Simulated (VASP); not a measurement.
## Na3TeBr: single point with PBE

Na3TeBr:

```
Br Te Na
1.0
     6.42270    0.00000    0.00000
     0.00000    6.42270    0.00000
     0.00000    0.00000    6.42270
Br Te Na
1 1 3
Direct
  0.00000 0.00000 0.00000
  0.50000 0.50000 0.50000
  0.50000 0.50000 0.00000
  0.50000 0.00000 0.50000
  0.00000 0.50000 0.50000
```

The cell comes from a database or a generator and needn't be the stable form of this composition.

- Program: VASP 6.6.1
- Task: single point
- Functional: PBE
- Potentials or basis: VASP PAW PBE potentials, release 64 (Br, Te, Na_pv)
- Cutoff: 520 eV
- k mesh: 4 × 4 × 4
- Occupations: gaussian, width 0.05 eV
- Spin: no spin polarisation

```yaml
Pressure: -2.0 GPa
Band_gap_on_the_k_mesh: 2.05 eV, direct
```

Levels at points of the mesh, in eV from the valence-band top:
```csv
k point,band 14,band 15,band 16,band 17,band 18,band 19,band 20,band 21
"(0.00, 0.00, 0.00)",-0.40,0.00,0.00,0.00,2.05,3.96,3.96,6.69
"(0.50, 0.00, 0.00)",-0.23,-0.23,-0.17,-0.17,3.20,4.05,4.41,5.61
"(0.50, 0.50, 0.00)",-0.21,-0.14,-0.06,-0.06,3.54,3.76,5.09,5.09
"(0.50, 0.50, 0.50)",-0.51,-0.33,-0.33,-0.33,4.55,4.55,4.55,5.34
```

Wall time 58 s on 1 thread of Intel(R) Xeon(R) Platinum 8488C (Sapphire Rapids), on a shared host, peak memory 0.33 GiB.

Caveat: spin-orbit coupling is left out, which moves the levels of the heavy elements. Expect the measured gap to be larger: semilocal functionals such as PBE lack the derivative discontinuity.
